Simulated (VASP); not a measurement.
Given:

```yaml
crystal:
  lattice:
    - [-3.04751, 3.04751, 5.82801]
    - [3.04751, -3.04751, 5.82801]
    - [3.04751, 3.04751, -5.82801]
  atoms:
    - { symbol: Al, position: [0.25000, 0.75000, 0.50000] }
    - { symbol: Al, position: [0.50000, 0.50000, 0.00000] }
    - { symbol: Hg, position: [0.00000, 0.00000, 0.00000] }
    - { symbol: Te, position: [0.86418, 0.39487, 0.98477] }
    - { symbol: Te, position: [0.60513, 0.58990, 0.46931] }
    - { symbol: Te, position: [0.41010, 0.87941, 0.01523] }
    - { symbol: Te, position: [0.12059, 0.13582, 0.53069] }
```

Computed with PBEsol GGA, VASP's PBE PAW potentials (set 64) (plane waves; VASP). Numerical set-up: 300 eV cut-off, 3×3×3 Γ-centred mesh, Fermi-Dirac smearing of 0.020 eV, potentials Al Hg Te.

Unless said otherwise, spin-orbit coupling is left out, though it shifts the bands of the heavy elements here.

### Question
Predict the energy per atom (σ→0), pressure, largest force, band gap (on the k-mesh) with the smallest direct gap where there is one.

### Answer

```yaml
band gap (on the k-mesh): 1.26 eV
smallest direct gap (on the k-mesh): 1.26 eV
energy per atom (σ→0): -3.579 eV/atom
pressure: 2.37 GPa
largest_force: 0.491 eV/Å
```

Only differences to runs with the same potentials and settings are physical.

The structure comes from a computed database's Al2HgTe4 entry (I-4); how it stands against other phases isn't given here. The cell was not relaxed at this level. The k-mesh is coarse (spacing up to 0.49 per Å, 2π included), so the numbers may not be converged in it.
